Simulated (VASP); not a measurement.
Level of theory: PBE GGA, VASP's PBE PAW potentials (set 64) (plane waves; VASP 6.6.1).

The input files of a VASP run:

POSCAR:
```
Al36N35
1
    4.6932676572    -8.1289780182     0.0000000000
    4.6932676572     8.1289780182     0.0000000000
    0.0000000000     0.0000000000    10.0192026154
Al N
36 35
Direct
  0.2222220000   0.1111110000   0.2500000000
  0.1111110000   0.2222220000   0.0000000000
  0.2222220000   0.1111110000   0.7500000000
  0.1111110000   0.2222220000   0.5000000000
  0.2222220000   0.4444440000   0.2500000000
  0.1111110000   0.5555560000   0.0000000000
  0.2222220000   0.4444440000   0.7500000000
  0.1111110000   0.5555560000   0.5000000000
  0.2222220000   0.7777780000   0.2500000000
  0.1111110000   0.8888890000   0.0000000000
  0.2222220000   0.7777780000   0.7500000000
  0.1111110000   0.8888890000   0.5000000000
  0.5555560000   0.1111110000   0.2500000000
  0.4444440000   0.2222220000   0.0000000000
  0.5555560000   0.1111110000   0.7500000000
  0.4421210000   0.2199670000   0.4967400000
  0.5545620000   0.4382530000   0.2461940000
  0.4444440000   0.5555560000   0.0000000000
  0.5566040000   0.4473730000   0.7451410000
  0.4394290000   0.5499830000   0.5036110000
  0.5555560000   0.7777780000   0.2500000000
  0.4444440000   0.8888890000   0.0000000000
  0.5555560000   0.7777780000   0.7500000000
  0.4444440000   0.8888890000   0.5000000000
  0.8888890000   0.1111110000   0.2500000000
  0.7777780000   0.2222220000   0.0000000000
  0.8888890000   0.1111110000   0.7500000000
  0.7777780000   0.2222220000   0.5000000000
  0.8888890000   0.4444440000   0.2500000000
  0.7777780000   0.5555560000   0.0000000000
  0.8888890000   0.4444440000   0.7500000000
  0.7759910000   0.5536610000   0.5039810000
  0.8888890000   0.7777780000   0.2500000000
  0.7777780000   0.8888890000   0.0000000000
  0.8888890000   0.7777780000   0.7500000000
  0.7777780000   0.8888890000   0.5000000000
  0.2239540000   0.1172040000   0.4367780000
  0.1111110000   0.2222220000   0.1910000000
  0.2222220000   0.1111110000   0.9410000000
  0.1111110000   0.2222220000   0.6910000000
  0.2173680000   0.4446610000   0.4371080000
  0.1111110000   0.5555560000   0.1910000000
  0.2222220000   0.4444440000   0.9410000000
  0.1111110000   0.5555560000   0.6910000000
  0.2222220000   0.7777780000   0.4410000000
  0.1111110000   0.8888890000   0.1910000000
  0.2222220000   0.7777780000   0.9410000000
  0.1111110000   0.8888890000   0.6910000000
  0.5575100000   0.1174250000   0.4372910000
  0.4426550000   0.2156580000   0.1906660000
  0.5555560000   0.1111110000   0.9410000000
  0.4463840000   0.2262090000   0.6916480000
  0.4453200000   0.5515620000   0.1958370000
  0.5555560000   0.4444440000   0.9410000000
  0.4493390000   0.5551030000   0.6909750000
  0.5617150000   0.7803780000   0.4381830000
  0.4444440000   0.8888890000   0.1910000000
  0.5555560000   0.7777780000   0.9410000000
  0.4444440000   0.8888890000   0.6910000000
  0.8888890000   0.1111110000   0.4410000000
  0.7777780000   0.2222220000   0.1910000000
  0.8888890000   0.1111110000   0.9410000000
  0.7777780000   0.2222220000   0.6910000000
  0.8895710000   0.4393960000   0.4370230000
  0.7844050000   0.5568580000   0.1910900000
  0.8888890000   0.4444440000   0.9410000000
  0.7727460000   0.5508720000   0.6944880000
  0.8843200000   0.7746390000   0.4412720000
  0.7777780000   0.8888890000   0.1910000000
  0.8888890000   0.7777780000   0.9410000000
  0.7777780000   0.8888890000   0.6910000000
```

### INCAR
```
ALGO = Fast
EDIFF = 1E-5
EDIFFG = -0.03
ENCUT = 400
GGA = PE
IBRION = 2
ISIF = 2
ISMEAR = 0
ISYM = 0
LASPH = .TRUE.
LCHARG = .FALSE.
LREAL = Auto
LWAVE = .TRUE.
NELECT = 282.0
NELM = 100
NELMIN = 4
NSW = 60
PREC = Normal
SIGMA = 0.05
SYSTEM = Al36N35
```

File KPOINTS:
```
kpoints
0
gamma
1 1 1
```

POTCAR, in this order: Al N (PBE.64 set). Program: vasp_gam.

The resulting files:

**OSZICAR**
```
...
RMM:  21    -0.528195355721E+03    0.47282E-04   -0.20750E-04   367   0.250E-02    0.202E-02
RMM:  22    -0.528195357856E+03   -0.21347E-05   -0.37017E-05   269   0.123E-02
   1 F= -.52819536E+03 E0= -.52819536E+03  d E =-.528195E+03
       N       E                     dE             d eps       ncg     rms          rms(c)
DAV:   1    -0.528541115586E+03   -0.34576E+00   -0.16458E+02   370   0.328E+01    0.267E+00
RMM:   2    -0.528657994369E+03   -0.11688E+00   -0.34355E+00   354   0.420E+00    0.139E+00
RMM:   3    -0.528597674127E+03    0.60320E-01   -0.40010E-01   354   0.146E+00    0.942E-01
RMM:   4    -0.528578128011E+03    0.19546E-01   -0.17308E-01   354   0.789E-01    0.328E-01
RMM:   5    -0.528579094582E+03   -0.96657E-03   -0.24642E-02   368   0.321E-01    0.185E-01
RMM:   6    -0.528579428689E+03   -0.33411E-03   -0.62463E-03   371   0.152E-01    0.755E-02
RMM:   7    -0.528579508734E+03   -0.80046E-04   -0.93276E-04   369   0.636E-02    0.395E-02
RMM:   8    -0.528579527271E+03   -0.18537E-04   -0.19737E-04   370   0.313E-02    0.151E-02
RMM:   9    -0.528579528648E+03   -0.13768E-05   -0.49045E-05   266   0.154E-02
   2 F= -.52857953E+03 E0= -.52857953E+03  d E =-.384171E+00
       N       E                     dE             d eps       ncg     rms          rms(c)
DAV:   1    -0.528693205175E+03   -0.11368E+00   -0.17206E+01   372   0.107E+01    0.761E-01
RMM:   2    -0.528702957118E+03   -0.97519E-02   -0.33944E-01   354   0.130E+00    0.447E-01
RMM:   3    -0.528696346823E+03    0.66103E-02   -0.41565E-02   354   0.455E-01    0.271E-01
RMM:   4    -0.528694570535E+03    0.17763E-02   -0.17944E-02   354   0.249E-01    0.868E-02
RMM:   5    -0.528694686686E+03   -0.11615E-03   -0.25433E-03   368   0.101E-01    0.494E-02
RMM:   6    -0.528694720148E+03   -0.33462E-04   -0.62160E-04   374   0.461E-02    0.258E-02
RMM:   7    -0.528694727073E+03   -0.69249E-05   -0.10611E-04   350   0.223E-02    0.115E-02
RMM:   8    -0.528694727363E+03   -0.28919E-06   -0.21846E-05   227   0.102E-02
   3 F= -.52869473E+03 E0= -.52869473E+03  d E =-.499370E+00
       N       E                     dE             d eps       ncg     rms          rms(c)
DAV:   1    -0.528745356807E+03   -0.50630E-01   -0.15182E+01   372   0.102E+01    0.682E-01
RMM:   2    -0.528758507812E+03   -0.13151E-01   -0.29060E-01   354   0.124E+00    0.406E-01
RMM:   3    -0.528754387929E+03    0.41199E-02   -0.31242E-02   354   0.421E-01    0.253E-01
RMM:   4    -0.528752659621E+03    0.17283E-02   -0.15624E-02   354   0.244E-01    0.747E-02
RMM:   5    -0.528752740517E+03   -0.80896E-04   -0.20377E-03   360   0.964E-02    0.489E-02
RMM:   6    -0.528752783192E+03   -0.42675E-04   -0.64023E-04   378   0.451E-02    0.280E-02
RMM:   7    -0.528752787462E+03   -0.42709E-05   -0.13141E-04   355   0.238E-02    0.151E-02
RMM:   8    -0.528752788171E+03   -0.70813E-06   -0.23927E-05   229   0.114E-02
   4 F= -.52875279E+03 E0= -.52875279E+03  d E =-.580608E-01
       N       E                     dE             d eps       ncg     rms          rms(c)
DAV:   1    -0.528754680246E+03   -0.18928E-02   -0.36838E-01   388   0.159E+00    0.105E-01
RMM:   2    -0.528754973025E+03   -0.29278E-03   -0.68661E-03   354   0.190E-01    0.631E-02
RMM:   3    -0.528754868496E+03    0.10453E-03   -0.75783E-04   354   0.649E-02    0.385E-02
RMM:   4    -0.528754828874E+03    0.39622E-04   -0.36402E-04   354   0.371E-02    0.114E-02
RMM:   5    -0.528754830907E+03   -0.20328E-05   -0.47855E-05   272   0.147E-02
   5 F= -.52875483E+03 E0= -.52875483E+03  d E =-.601035E-01
       N       E                     dE             d eps       ncg     rms          rms(c)
DAV:   1    -0.528766928878E+03   -0.12100E-01   -0.21090E+00   372   0.376E+00    0.241E-01
RMM:   2    -0.528768800974E+03   -0.18721E-02   -0.34979E-02   354   0.426E-01    0.134E-01
RMM:   3    -0.528768493192E+03    0.30778E-03   -0.38724E-03   354   0.149E-01    0.793E-02
RMM:   4    -0.528768391637E+03    0.10155E-03   -0.13289E-03   354   0.762E-02    0.265E-02
RMM:   5    -0.528768406807E+03   -0.15169E-04   -0.17775E-04   368   0.299E-02    0.172E-02
RMM:   6    -0.528768410076E+03   -0.32693E-05   -0.38838E-05   258   0.136E-02
   6 F= -.52876841E+03 E0= -.52876841E+03  d E =-.135792E-01
       N       E                     dE             d eps       ncg     rms          rms(c)
DAV:   1    -0.528769312683E+03   -0.90588E-03   -0.29792E-01   388   0.141E+00    0.899E-02
RMM:   2    -0.528769580070E+03   -0.26739E-03   -0.49662E-03   354   0.160E-01    0.497E-02
RMM:   3    -0.528769539502E+03    0.40568E-04   -0.56064E-04   354   0.564E-02    0.299E-02
RMM:   4    -0.528769526094E+03    0.13407E-04   -0.19107E-04   351   0.290E-02    0.106E-02
RMM:   5    -0.528769528453E+03   -0.23590E-05   -0.25823E-05   233   0.115E-02
   7 F= -.52876953E+03 E0= -.52876953E+03  d E =-.146975E-01
       N       E                     dE             d eps       ncg     rms          rms(c)
DAV:   1    -0.528773662788E+03   -0.41367E-02   -0.95612E-01   370   0.254E+00    0.167E-01
RMM:   2    -0.528774648997E+03   -0.98621E-03   -0.16331E-02   354   0.296E-01    0.914E-02
RMM:   3    -0.528774561471E+03    0.87526E-04   -0.19085E-03   354   0.104E-01    0.583E-02
RMM:   4    -0.528774506013E+03    0.55458E-04   -0.71694E-04   354   0.558E-02    0.190E-02
RMM:   5    -0.528774516080E+03   -0.10067E-04   -0.12455E-04   346   0.224E-02    0.134E-02
RMM:   6    -0.528774517933E+03   -0.18534E-05   -0.18417E-05   221   0.945E-03
   8 F= -.52877452E+03 E0= -.52877452E+03  d E =-.498948E-02
       N       E                     dE             d eps       ncg     rms          rms(c)
DAV:   1    -0.528774583840E+03   -0.67761E-04   -0.17504E-02   412   0.344E-01    0.225E-02
RMM:   2    -0.528774601736E+03   -0.17896E-04   -0.29723E-04   354   0.398E-02    0.124E-02
RMM:   3    -0.528774600499E+03    0.12367E-05   -0.37389E-05   266   0.144E-02    0.809E-03
RMM:   4    -0.528774599804E+03    0.69510E-06   -0.11180E-05   213   0.718E-03
   9 F= -.52877460E+03 E0= -.52877460E+03  d E =-.507135E-02
       N       E                     dE             d eps       ncg     rms          rms(c)
DAV:   1    -0.528776213569E+03   -0.16131E-02   -0.53009E-01   354   0.189E+00    0.117E-01
RMM:   2    -0.528776741110E+03   -0.52754E-03   -0.82605E-03   354   0.208E-01    0.620E-02
RMM:   3    -0.528776690061E+03    0.51049E-04   -0.91804E-04   354   0.723E-02    0.383E-02
RMM:   4    -0.528776660691E+03    0.29370E-04   -0.32972E-04   354   0.378E-02    0.125E-02
RMM:   5    -0.528776665089E+03   -0.43982E-05   -0.52278E-05   274   0.149E-02
  10 F= -.52877667E+03 E0= -.52877667E+03  d E =-.206529E-02
       N       E                     dE             d eps       ncg     rms          rms(c)
DAV:   1    -0.528776744695E+03   -0.84004E-04   -0.53727E-02   396   0.601E-01    0.371E-02
RMM:   2    -0.528776799316E+03   -0.54621E-04   -0.84954E-04   354   0.671E-02    0.201E-02
RMM:   3    -0.528776794613E+03    0.47029E-05   -0.98241E-05   340   0.237E-02    0.126E-02
RMM:   4    -0.528776791969E+03    0.26437E-05   -0.34249E-05   257   0.123E-02
  11 F= -.52877679E+03 E0= -.52877679E+03  d E =-.219216E-02
       N       E                     dE             d eps       ncg     rms          rms(c)
DAV:   1    -0.528777503372E+03   -0.70876E-03   -0.19681E-01   354   0.117E+00    0.742E-02
RMM:   2    -0.528777710899E+03   -0.20753E-03   -0.32227E-03   354   0.133E-01    0.394E-02
RMM:   3    -0.528777698820E+03    0.12078E-04   -0.39073E-04   354   0.477E-02    0.257E-02
RMM:   4    -0.528777687837E+03    0.10984E-04   -0.14939E-04   354   0.253E-02    0.825E-03
RMM:   5    -0.528777689834E+03   -0.19976E-05   -0.25928E-05   239   0.104E-02
  12 F= -.52877769E+03 E0= -.52877769E+03  d E =-.897865E-03
```

File OUTCAR:
```
------------------------ aborting loop because EDIFF is reached ----------------------------------------
  FORCE on cell =-STRESS in cart. coord.  units (eV):
  Direction    XX          YY          ZZ          XY          YZ          ZX
  --------------------------------------------------------------------------------------
  Total      -21.4015575    -21.0897626    -30.8801364     -0.0074292      0.0397321      0.0288216
  in kB      -44.8519712    -44.1985322    -64.7165513     -0.0155697      0.0832679      0.0604024
  external PRESSURE =     -51.2556849 kB  Pullay stress =       0.0000000 kB
  volume of cell :      764.49
      direct lattice vectors                 reciprocal lattice vectors
     4.693267657 -8.128978018  0.000000000     0.106535582 -0.061508347  0.000000000
     4.693267657  8.128978018  0.000000000     0.106535582  0.061508347  0.000000000
     0.000000000  0.000000000 10.019202615     0.000000000  0.000000000  0.099808342
  FREE ENERGIE OF THE ION-ELECTRON SYSTEM (eV)
  ---------------------------------------------------
  free  energy   TOTEN  =      -528.7776898343 eV

  energy  without entropy=     -528.7776898343  energy(sigma->0) =     -528.77768983

 reached required accuracy - stopping structural energy minimisation
```
(Selected blocks of OUTCAR.)

### CONTCAR
```
Al36N35
   1.00000000000000
     4.6932676571999998   -8.1289780181999998    0.0000000000000000
     4.6932676571999998    8.1289780181999998    0.0000000000000000
     0.0000000000000000    0.0000000000000000   10.0192026153999993
  Al              N
    36    35
Direct
     0.2209715529397911    0.1103919591286526    0.2487015693152770
     0.1108589780950259    0.2219883648314232    0.9993269591037726
     0.2212606547745306    0.1109303307900202    0.7500108283972801
     0.1100135032858786    0.2216094131368902    0.5004230274044951
     0.2210371177862087    0.4432475564316113    0.2487926951562665
     0.1115237742165909    0.5559660440889981    0.9997061366329711
     0.2213254960646170    0.4438548927683481    0.7502693845214631
     0.1115235230225706    0.5563364413562936    0.5004332884354173
     0.2223517161715947    0.7775288204010394    0.2492132631537541
     0.1112519404291772    0.8885674241422182    0.9996130883500081
     0.2222811819972259    0.7779388894937957    0.7503274604654951
     0.1114457908431034    0.8884053905534800    0.5002450566881651
     0.5564004667197118    0.1103138094540989    0.2486928747004775
     0.4439328918671849    0.2209098044840120    0.9987684951536506
     0.5562589195232409    0.1108136735772281    0.7500361972680678
     0.4415070099250846    0.2163884039433500    0.5011122155294224
     0.5555202596568672    0.4437968777111905    0.2397147667454325
     0.4441772769846917    0.5557467078694862    0.9989448406169339
     0.5555110511227493    0.4442823188915770    0.7508975507403119
     0.4413729704649639    0.5583185077847101    0.5013886018023032
     0.5564206743405722    0.7785284872132626    0.2488426809904064
     0.4441667071087484    0.8884373403720923    0.9995886438905934
     0.5562388317074145    0.7785464364193216    0.7503271239734679
     0.4434411412620861    0.8883249063889042    0.5003289568132193
     0.8888388923967091    0.1105005184072402    0.2491424552549441
     0.7779500665957513    0.2218480605131011    0.9993821680919224
     0.8887558631891266    0.1108433613395053    0.7501003479763499
     0.7781754037202346    0.2215060292402329    0.5003456787003860
     0.8893548377160835    0.4431563750399640    0.2487717052940758
     0.7787940439766469    0.5556772884850011    0.9988572744905239
     0.8892361868079223    0.4437060190833383    0.7502400621592695
     0.7835667317198078    0.5581741131137137    0.5013678880146186
     0.8892707526191119    0.7784151708246235    0.2487880831211148
     0.7779148975185515    0.8888206442674145    0.9994743410912452
     0.8890783972852440    0.7784954245987054    0.7502477628646086
     0.7780567671525755    0.8895088899851170    0.5005570104396889
     0.2223445260739060    0.1121957984556276    0.4404471418743079
     0.1110125144229077    0.2218405012467779    0.1907654374159308
     0.2225266309033044    0.1110448361116593    0.9411199305707474
     0.1109917914798067    0.2222758984321624    0.6912078375486356
     0.2222788300777307    0.4433344243337722    0.4406012973927148
     0.1112678784563819    0.5553370367221682    0.1912552066257565
     0.2227554546880186    0.4446982181904489    0.9413252282874758
     0.1111940983930634    0.5556732411725295    0.6910301757296671
     0.2221016296610416    0.7776173322331658    0.4410397534049363
     0.1111295636821758    0.8885045359552237    0.1912107707966951
     0.2223106530200998    0.7778098979182213    0.9412599699863151
     0.1110336647082276    0.8889645780366521    0.6908783451287016
     0.5563964968222790    0.1120645497680141    0.4404536944199979
     0.4443160366600687    0.2215776355478644    0.1921623995289498
     0.5553029600557201    0.1109046381437427    0.9411274092472404
     0.4449104707495005    0.2231619117723466    0.6902112120167223
     0.4445124911069949    0.5550696022390067    0.1924122783071687
     0.5556179490865402    0.4440885668604846    0.9423202194969771
     0.4449248487468137    0.5550022691313159    0.6905553096722294
     0.5562718962720332    0.7773520522484935    0.4406086872790986
     0.4445393418579234    0.8884612696540160    0.1911689175435168
     0.5553393062563063    0.7771285090371866    0.9413330500368917
     0.4445562903927559    0.8888121612986511    0.6909542569804109
     0.8887207658738060    0.1107289806725173    0.4409667851637234
     0.7778613516244143    0.2216894927545106    0.1908285944367334
     0.8888596250232923    0.1107920401277934    0.9410492442324250
     0.7778221926957413    0.2221419315302034    0.6911177164251203
     0.8878283017676850    0.4433044742516689    0.4405714769545259
     0.7777925681646169    0.5549928323921050    0.1922628965457586
     0.8890516104519248    0.4445396494348891    0.9413110938803511
     0.7767738768961719    0.5548964542506998    0.6905125107566981
     0.8875808360242321    0.7772734098469055    0.4405713837005517
     0.7778113668761629    0.8883564700137403    0.1908211831762035
     0.8887999076006521    0.7771290093824895    0.9412911961630782
     0.7776700024203076    0.8886130947029592    0.6912929059264122
```

### OUTCAR
```
 val. band max:        5.9561700672   @ k =   0.0000   0.0000   0.0000

 cond. band min:       9.9371369711   @ k =   0.0000   0.0000   0.0000


 Fermi energy:         6.2198770085

 k-point     1 :       0.0000    0.0000    0.0000
  band No.  band energies     occupation
      1      -9.0880      2.00000
      2      -8.2594      2.00000
      3      -8.2248      2.00000
      4      -7.9609      2.00000
      5      -7.9606      2.00000
      6      -7.9024      2.00000
      7      -7.9011      2.00000
      8      -7.8441      2.00000
      9      -7.7899      2.00000
     10      -7.3312      2.00000
     11      -7.3302      2.00000
     12      -7.3244      2.00000
     13      -7.3059      2.00000
     14      -7.3051      2.00000
     15      -7.2948      2.00000
     16      -7.2937      2.00000
     17      -7.2128      2.00000
     18      -7.2110      2.00000
     19      -7.2072      2.00000
     20      -7.2005      2.00000
     21      -7.0740      2.00000
     22      -6.9442      2.00000
     23      -6.8088      2.00000
     24      -6.7008      2.00000
     25      -6.7000      2.00000
     26      -6.6290      2.00000
     27      -6.6272      2.00000
     28      -6.5885      2.00000
     29      -6.5867      2.00000
     30      -6.5759      2.00000
     31      -6.5366      2.00000
     32      -6.5362      2.00000
     33      -6.4991      2.00000
     34      -6.4975      2.00000
     35      -6.4508      2.00000
     36       0.0850      2.00000
     37       0.4634      2.00000
     38       1.1670      2.00000
     39       1.1673      2.00000
     40       1.1720      2.00000
     41       1.1890      2.00000
     42       1.2312      2.00000
     43       1.2315      2.00000
     44       1.2318      2.00000
     45       1.2434      2.00000
     46       1.2438      2.00000
     47       1.2483      2.00000
     48       1.2496      2.00000
     49       1.2667      2.00000
     50       1.2669      2.00000
     51       1.2933      2.00000
...
```

At this cut-off the stress carries a Pulay error, which pulls relaxed volumes low. The cell is charged, with a uniform compensating background. The supercell is sampled at Γ alone, which is coarse: total energies, pressure and levels can be off, energies of defects by several tenths of an eV.

The cell is a supercell with a defect, built from AlN (wurtzite): vac_N, charge +1. The run is not spin-polarised, so no state with unpaired spins was tried.
